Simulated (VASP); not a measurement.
Calculation: revTPSS meta-GGA, VASP's PBE PAW potentials (set 64) (plane waves; VASP).

The input files of a VASP run:

### INCAR
```
ALGO = Normal
EDIFF = 1E-7
ENCUT = 520
ISIF = 2
ISMEAR = 0
LASPH = .TRUE.
LCHARG = .FALSE.
LMAXMIX = 4
LMIXTAU = .TRUE.
LREAL = .FALSE.
LWAVE = .FALSE.
METAGGA = RTPSS
NELM = 100
PREC = Accurate
SIGMA = 0.05
SYSTEM = GaSb
```

File KPOINTS:
```
Automatic mesh
0
Gamma
8 8 8
0 0 0
```

### POSCAR
```
GaSb
1
    0.0000000000     3.1211760661     3.1211760661
    3.1211760661     0.0000000000     3.1211760661
    3.1211760661     3.1211760661     0.0000000000
Ga Sb
1 1
Direct
  0.0000000000   0.0000000000   0.0000000000
  0.2500000000   0.2500000000   0.2500000000
```

POTCAR, in this order: Ga_d Sb (PBE.64 set). Program: vasp_std.

The resulting files:

File OUTCAR:
```
 ion  position               nearest neighbor table
   1  0.000  0.000  0.000-   2 2.70   2 2.70   2 2.70   2 2.70
   2  0.250  0.250  0.250-   1 2.70   1 2.70   1 2.70   1 2.70
  LATTYP: Found a face centered cubic cell.
 ALAT       =     6.2423521322
 Subroutine PRICEL returns:
 Original cell was already a primitive cell.
 Subroutine GETGRP returns: Found 24 space group operations
The static configuration has the point symmetry T_d .
The dynamic configuration has the point symmetry T_d .
 Subroutine INISYM returns: Found 24 space group operations
 Subroutine IBZKPT returns following result:
 Found     29 irreducible k-points:

 Following reciprocal coordinates:
            Coordinates               Weight
  0.000000  0.000000  0.000000      1.000000
  0.125000  0.000000  0.000000      8.000000
  0.250000  0.000000  0.000000      8.000000
  0.375000  0.000000  0.000000      8.000000
  0.500000  0.000000  0.000000      4.000000
  0.125000  0.125000  0.000000      6.000000
  0.250000  0.125000  0.000000     24.000000
  0.375000  0.125000  0.000000     24.000000
  0.500000  0.125000  0.000000     24.000000
...
```

**OSZICAR**
```
       N       E                     dE             d eps       ncg     rms          rms(c)
DAV:   1     0.103605119367E+03    0.10361E+03   -0.89006E+03   762   0.170E+03
DAV:   2     0.222422430218E+02   -0.81363E+02   -0.78172E+02   809   0.322E+02
DAV:   3     0.162714192780E+02   -0.59708E+01   -0.59183E+01   974   0.769E+01
DAV:   4     0.161667614859E+02   -0.10466E+00   -0.10463E+00   830   0.116E+01
DAV:   5     0.161640043823E+02   -0.27571E-02   -0.27570E-02   987   0.168E+00    0.335E+00
DAV:   6     0.174055994261E+02    0.12416E+01   -0.26749E+00   769   0.185E+01    0.202E+00
DAV:   7     0.174843758190E+02    0.78776E-01   -0.25941E-01   892   0.495E+00    0.102E+00
DAV:   8     0.183809117127E+02    0.89654E+00   -0.14099E+00   754   0.162E+01    0.481E-01
DAV:   9     0.176353138313E+02   -0.74560E+00   -0.53962E-01   754   0.103E+01    0.377E-01
DAV:  10     0.174876269394E+02   -0.14769E+00   -0.38947E-02   784   0.258E+00    0.251E-01
DAV:  11     0.173298201378E+02   -0.15781E+00   -0.73087E-02   754   0.276E+00    0.124E-01
DAV:  12     0.177144918055E+02    0.38467E+00   -0.22775E+03   754   0.659E+04    0.195E-01
DAV:  13     0.173297996711E+02   -0.38469E+00   -0.17953E-01   754   0.527E+00    0.637E-02
DAV:  14     0.173284927178E+02   -0.13070E-02   -0.78600E-04   975   0.296E-01    0.607E-02
DAV:  15     0.173295798995E+02    0.10872E-02   -0.84432E-04   769   0.374E-01    0.409E-02
DAV:  16     0.173284882848E+02   -0.10916E-02   -0.65528E-04   809   0.343E-01    0.480E-02
DAV:  17     0.173284334421E+02   -0.54843E-04   -0.19102E-04   863   0.205E-01    0.318E-02
DAV:  18     0.173284999405E+02    0.66498E-04   -0.33429E-04   754   0.246E-01    0.136E-02
DAV:  19     0.173283466708E+02   -0.15327E-03   -0.10381E-04   754   0.118E-01    0.770E-03
DAV:  20     0.173283486215E+02    0.19507E-05   -0.12092E-05   824   0.363E-02    0.557E-03
DAV:  21     0.173283440608E+02   -0.45607E-05   -0.17537E-06   824   0.147E-02    0.294E-03
DAV:  22     0.173283404362E+02   -0.36247E-05   -0.23417E-06   809   0.148E-02    0.976E-04
DAV:  23     0.173283398553E+02   -0.58090E-06   -0.60409E-07   769   0.836E-03    0.334E-04
DAV:  24     0.173283398315E+02   -0.23771E-07   -0.25116E-08   477   0.178E-03
   1 F= 0.17328340E+02 E0= 0.17328415E+02  d E =-.150647E-03
```

**OUTCAR**
```
------------------------ aborting loop because EDIFF is reached ----------------------------------------
  FORCE on cell =-STRESS in cart. coord.  units (eV):
  Direction    XX          YY          ZZ          XY          YZ          ZX
  --------------------------------------------------------------------------------------
  Total       -0.9458201     -0.9458201     -0.9458201      0.0000000      0.0000000      0.0000000
  in kB      -24.9192120    -24.9192120    -24.9192120      0.0000000      0.0000000      0.0000000
  external PRESSURE =     -24.9192120 kB  Pullay stress =       0.0000000 kB
  volume of cell :       60.81
      direct lattice vectors                 reciprocal lattice vectors
     0.000000000  3.121176066  3.121176066    -0.160196025  0.160196025  0.160196025
     3.121176066  0.000000000  3.121176066     0.160196025 -0.160196025  0.160196025
     3.121176066  3.121176066  0.000000000     0.160196025  0.160196025 -0.160196025
  FREE ENERGIE OF THE ION-ELECTRON SYSTEM (eV)
  ---------------------------------------------------
  free  energy   TOTEN  =        17.3283398315 eV

  energy  without entropy=       17.3284904783  energy(sigma->0) =       17.32841515
```
(Selected blocks of OUTCAR.)

The compound is GaSb in the zinc blende structure. This cell is one point of a volume scan, at 1.06 of the reference volume.
